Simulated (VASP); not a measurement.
Be$_{4}$STe$_{3}$ (ordered alloy cell): computed properties

Computed with PBEsol GGA, VASP's PBE PAW potentials (set 64) (plane waves; VASP).

```json
{
 "space_group": "Amm2 (38)",
 "cell": "a = 3.8435 Å, b = 7.6845 Å, c = 10.8576 Å, α = 90.00°, β = 90.00°, γ = 90.00°",
 "volume_per_atom": "20.04 Å^3/atom",
 "band gap (over mesh and band path)": "1.36 eV",
 "smallest direct gap (over mesh and band path)": "1.36 eV",
 "band_edge_character": "direct, Γ to Γ",
 "density": "4.67 g/cm³"
}
```

```cif
data_Be4STe3
_chemical_formula_sum 'Be4 Te3 S1'
_space_group_name_H-M_alt 'P 1'
_space_group_IT_number 1
_cell_length_a 7.68159
_cell_length_b 7.68159
_cell_length_c 3.84346
_cell_angle_alpha 59.977
_cell_angle_beta 59.977
_cell_angle_gamma 60.025
loop_
_space_group_symop_operation_xyz
  'x, y, z'
loop_
_atom_site_label
_atom_site_type_symbol
_atom_site_fract_x
_atom_site_fract_y
_atom_site_fract_z
_atom_site_occupancy
Be1 Be 0.99935 0.99935 0.00129 1
Be2 Be 0.97018 0.51185 0.01797 1
Be3 Be 0.51185 0.97018 0.01797 1
Be4 Be 0.51753 0.51753 0.96493 1
Te1 Te 0.12580 0.12580 0.24839 1
Te2 Te 0.12516 0.62428 0.25056 1
Te3 Te 0.62428 0.12516 0.25056 1
S1 S 0.62584 0.62584 0.24832 1
```

Unless said otherwise, spin-orbit coupling is left out, though it shifts the bands of the heavy elements here.

The structure was generated: Be4STe3 was put into an ordered model structure (Amm2), which need not be its known phase. It was relaxed first. Symmetry was kept, so distortions that lower it aren't found.
